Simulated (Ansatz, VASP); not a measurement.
# Cross-check of Al21ZnGa16O57 (partly crystallised 42Ga2O3-58Al2O3 (mol %)) between VASP and Ansatz, part 2 of 2

Wanted: the spread between two codes on one cell, functional and k mesh. The structure shown is the start of the Ansatz relaxation below; VASP solves that cell, so the two are compared at the walk's first step.

VASP 6.6.1 and Ansatz 0.2.0.

So far: Set-up; Ansatz: relaxation, PBEsol.

### 3. VASP: single point, PBEsol, start cell

Level of this step: PBEsol, spin-polarised from a ferromagnetic start; plane waves and PAW (Ga_d, Al, Zn, O) (VASP).

The same cell, functional, mesh and smearing now go to VASP, with its own data sets.

Lines of VASP's logs that name or quote its potential files are left out, and so is its time.

Contents of INCAR:

```
SYSTEM = Al21ZnGa16O57
PREC = Accurate
ENCUT = 520
EDIFF = 1E-06
NELM = 200
ISMEAR = -1
SIGMA = 0.025
LREAL = Auto
ALGO = Normal
GGA = PS
NBANDS = 384
ISPIN = 2
MAGMOM = 0 -0 0 0 0 0 -0 -0 0 0 0 0 -0 -0 0 -0 -0 -0 0 0 -0 -0 -0 -0 -0 0 -0 0 -0 0 0 -0 -0 -0 -0 0 -0 0.04 -0 0 0.01 0 0 0 0.02 0 0 -0 0 -0 0.01 0 0 0 0 0 0 -0 0 0 0 0 0 0 -0 -0 -0 0 -0 0.01 0.44 0 0 0.02 -0 0 0.02 0.06 0.03 0 -0 0 0 0 0 0.01 0 0 -0 0.07 0 0.01 0.12 0 0
LORBIT = 11
LWAVE = .FALSE.
LCHARG = .FALSE.
ISIF = 2
LASPH = .TRUE.
GGA_COMPAT = .FALSE.
NCORE = 2
```

Contents of POSCAR:

```
Al21ZnGa16O57
1.0
    9.8198500000      0.0000000000      0.0000000000
    0.0000000000      9.8198500000      0.0000000000
    0.0000000000      0.0000000000      9.8198500000
Ga Al Zn O
16 21 1 57
Direct
    0.4397623182      0.9216841398      0.6902243924
    0.2221520695      0.6965788683      0.7391864438
    0.7135954215      0.0427094100      0.8825185721
[... 1 atom line left out ...]
    0.0270879901      0.4593247351      0.3092206093
    0.5793978523      0.9835588120      0.4075520502
    0.9646481362      0.0617117369      0.1177105557
    0.2783341904      0.0366502543      0.2192294180
[... 3 atom lines left out ...]
    0.7768754105      0.7011512396      0.3758815053
[... 1 atom line left out ...]
    0.0298171561      0.2355127624      0.5523607794
    0.9340264872      0.2841489432      0.8180776692
    0.9406355494      0.8052261491      0.8425281445
    0.1365906811      0.0246541444      0.8033625768
    0.7298380321      0.8065499982      0.6338997032
[... 1 atom line left out ...]
    0.6782995667      0.2671629404      0.6013431977
[... 2 atom lines left out ...]
    0.0633614566      0.7817023682      0.2719593476
[... 2 atom lines left out ...]
    0.1527823745      0.9239346833      0.5420245727
    0.5753041034      0.2242294943      0.1720494712
[... 6 atom lines left out ...]
    0.7640849911      0.8173750108      0.1097674608
[... 2 atom lines left out ...]
    0.7893195925      0.2388223853      0.3484167273
    0.8878241521      0.0124441819      0.4410250666
    0.0973436458      0.8606750612      0.6984017067
[... 1 atom line left out ...]
    0.9302076916      0.3799752542      0.6451931547
[... 3 atom lines left out ...]
    0.8443509830      0.8491575737      0.4941012337
    0.2194534540      0.2968578950      0.5809661044
[... 1 atom line left out ...]
    0.8920706528      0.7758061478      0.2317143337
[... 2 atom lines left out ...]
    0.7395123143      0.3072552025      0.1862350240
[... 1 atom line left out ...]
    0.8611740505      0.6638288772      0.7074242478
[... 2 atom lines left out ...]
    0.1617030810      0.1982413173      0.1645849988
    0.2903303004      0.0216500252      0.6208852477
[... 2 atom lines left out ...]
    0.1090240686      0.9420001324      0.1974877417
[... 3 atom lines left out ...]
    0.6519447853      0.6669551979      0.5302728657
[... 5 atom lines left out ...]
    0.6959169437      0.3704537238      0.4525425541
    0.8697179692      0.0789828765      0.2777333666
[... 2 atom lines left out ...]
    0.8005315763      0.1477517477      0.5199061085
    0.5952534917      0.9294235655      0.5854570080
[... 1 atom line left out ...]
    0.9436804025      0.5930945992      0.4229188837
    0.6166591139      0.1380672821      0.3230497411
    0.0590131214      0.0521189224      0.4725835934
[... 3 atom lines left out ...]
    0.7408972642      0.2129665932      0.7761829356
    0.5111279704      0.1993614974      0.5961903695
[... 1 atom line left out ...]
    0.3162573766      0.1641776606      0.3643029171
[... 2 atom lines left out ...]
    0.1688722333      0.7896149127      0.4215848511
    0.8065499982      0.9750250768      0.0356115419
[... 1 atom line left out ...]
    0.7980977306      0.9112766488      0.7701746972
    0.9671634495      0.3035891587      0.3832543267
    0.0266908354      0.1415805740      0.7229540166
    0.6509773571      0.8481901455      0.2892203038
```

Contents of KPOINTS:

```
Automatic mesh
0
Gamma
1 1 1
0 0 0
```

The projector-augmented-wave data sets are Ga_d, Al, Zn and O (PBE family, release 64).

Launch:

```
$ mpirun -np 8 vasp_gam
```

Numbers of over 12 decimals in the logs are rounded to 6 here.

Output:

```text
[banner, memory and clock lines left out]
running    8 mpi-ranks, on    1 nodes
[...]
|                                                                             |
|               ----> ADVICE to this user running VASP <----                  |
|                                                                             |
|     You enforced a specific xc type in the INCAR file but a different       |
|     [... a line on the potential file left out ...]
|     I HOPE YOU KNOW WHAT YOU ARE DOING!                                     |
|                                                                             |

 LDA part: xc-table for (Slater+PW92), standard interpolation
 POSCAR, INCAR and KPOINTS ok, starting setup
[...]
entering main loop
       N       E                     dE             d eps       ncg     rms          rms(c)
DAV:   1     0.161148607315E+05    0.16115E+05   -0.23408E+05  1624   0.274E+03
DAV:   2     0.364331881958E+04   -0.12472E+05   -0.11624E+05  1536   0.848E+02
DAV:   3    -0.249474896230E+03   -0.38928E+04   -0.36267E+04  2088   0.350E+02
DAV:   4    -0.722264150549E+03   -0.47279E+03   -0.46507E+03  2120   0.133E+02
[...]
DAV:  20    -0.662465609370E+03    0.20070E-05   -0.40364E-05  2000   0.203E-02    0.627E-03
DAV:  21    -0.662465609986E+03   -0.61582E-06   -0.11082E-05  1768   0.129E-02    0.409E-03
DAV:  22    -0.662465609799E+03    0.18752E-06   -0.17705E-06  1128   0.126E-02
   1 F= -.66246561E+03 E0= -.66246541E+03  d E =-.401857E-03  mag=     0.9997
```

Parts of OUTCAR (step 3):

```text
  Total       10.2842474     26.8989400     39.4714280      3.0515201     -2.4469764      6.4924408
  in kB       17.4007728     45.5125519     66.7849891      5.1631204     -4.1402427     10.9851002
  external PRESSURE =      43.2327713 kB  Pullay stress =       0.0000000 kB

 POSITION                                       TOTAL-FORCE (eV/Angst)
 -----------------------------------------------------------------------------------
      4.31840      9.05080      6.77790         0.047539      0.016081     -0.087314
      2.18150      6.84030      7.25870        -0.047564      0.033207     -0.049144
      7.00740      0.41940      8.66620        -0.066626      0.045894     -0.285812
      1.91290      7.96850      0.17860        -0.010191     -0.014264     -0.004781
      0.26600      4.51050      3.03650         0.017271      0.127185     -0.052209
      5.68960      9.65840      4.00210         0.348401     -0.237085      0.280940
      9.47270      0.60600      1.15590         0.563410     -0.045037     -0.418107
[...]
5.01920      1.95770      5.85450        -0.033677      0.019010     -0.018420
      1.51370      6.66620      1.52740         0.026346     -0.034077     -0.010820
      3.10560      1.61220      3.57740         0.087180      0.026196     -0.051320
      6.23090      4.41800      7.04660        -0.016707     -0.041871     -0.001190
      2.46670      1.23360      8.84830         0.019449      0.023261      0.043372
      1.65830      7.75390      4.13990         0.087127     -0.076437     -0.063547
[...]
-----------------------------------------------------------------------------------
    total drift:                                0.018734      0.000423     -0.015122

  FREE ENERGIE OF THE ION-ELECTRON SYSTEM (eV)
  ---------------------------------------------------
  free  energy   TOTEN  =      -662.4656097986 eV

  energy  without entropy=     -662.4652079418  energy(sigma->0) =     -662.46540887

 magnetization (x)
# of ion       s       p       d       tot
------------------------------------------
    1        0.000   0.000   0.000   0.001
    2       -0.000  -0.000   0.000  -0.000
    3       -0.001   0.000   0.001   0.000
    4       -0.000  -0.000   0.000  -0.000
    5       -0.000   0.001   0.001   0.002
    6       -0.001  -0.001   0.000  -0.001
    7       -0.003  -0.003   0.002  -0.004
    8       -0.000  -0.000   0.000  -0.000
    9        0.000   0.000   0.000   0.000
   10       -0.000  -0.000   0.000   0.000
   11       -0.000  -0.000   0.000  -0.000
   12        0.001   0.002   0.005   0.007
   13       -0.000  -0.000  -0.000  -0.000
[...]
--------------------------------------------------
tot          0.003   0.730   0.157   0.890

[... 3 further parts left out ...]
[key lines of the parts left out:]
E-fermi :   4.9151
```

The run ends at a pressure of 4.32 GPa, with forces up to 3.7 eV/Å.

### 4. Side by side

Known differences besides the potentials themselves: VASP starts from the moments at which Ansatz ended; the cutoff is 420 eV in Ansatz and 520 eV in VASP (PREC = Accurate, projectors in real space); Ansatz makes its cores anew for this functional, VASP keeps those of its PBE data sets. Total energies have different zeros and are not compared.

Forces on 7 of the 95 atoms, those with the largest forces and the largest differences (eV/Å; atoms numbered as in POSCAR):

| atom | Ansatz x, y, z | VASP x, y, z |
| --- | --- | --- |
| Ga7 | 0.577, -0.062, -0.426 | 0.563, -0.045, -0.418 |
| Al37 | -0.048, 0.182, 0.648 | -0.035, 0.192, 0.635 |
| Zn38 | -0.311, -2.491, 0.129 | -0.336, -2.578, 0.168 |
| O45 | -0.871, -2.938, 1.192 | -0.895, -3.065, 1.227 |
| O71 | -0.436, 1.548, -2.578 | -0.448, 1.609, -2.747 |
| O74 | -1.699, 2.907, 1.176 | -1.785, 3.018, 1.253 |
| O79 | 2.881, 1.046, 0.223 | 3.007, 1.112, 0.227 |

The forces differ by 24 meV/Å r.m.s., which is 5.4 % of the r.m.s. force of 0.446 eV/Å (both taken over all components). Moments aren't recorded for both runs of this pair, so they may hold unlike magnetic states.

### 5. What came out

| Quantity | Value |
| --- | --- |
| r.m.s. force difference (single point, PBEsol, start cell) | 5.4 % of the r.m.s. force |

What this shows: The r.m.s. force difference is 5.4 % of the r.m.s. force (single point, PBEsol, start cell), beyond the 3 % picked in this series as the mark of a large difference. What causes the difference of the single point, PBEsol, start cell pair stays open here. 1 further run of this series is not shown here. Such differences can come from data sets, numerical settings and the points named under the comparisons, not from the functional's error against experiment.

[Lines on the potential files, build, host, timing and source positions are cut from VASP's logs without a mark.]

[Logs are printed without paths, hosts, clocks, repeated set-up lines and the standing remarks that a program may print on its own settings, such as how far it seeks lower states.]

[Hosts, paths, dates, database ids (printed as entryN), source tags and the programs' standing remarks are cut or masked in the printed files.]
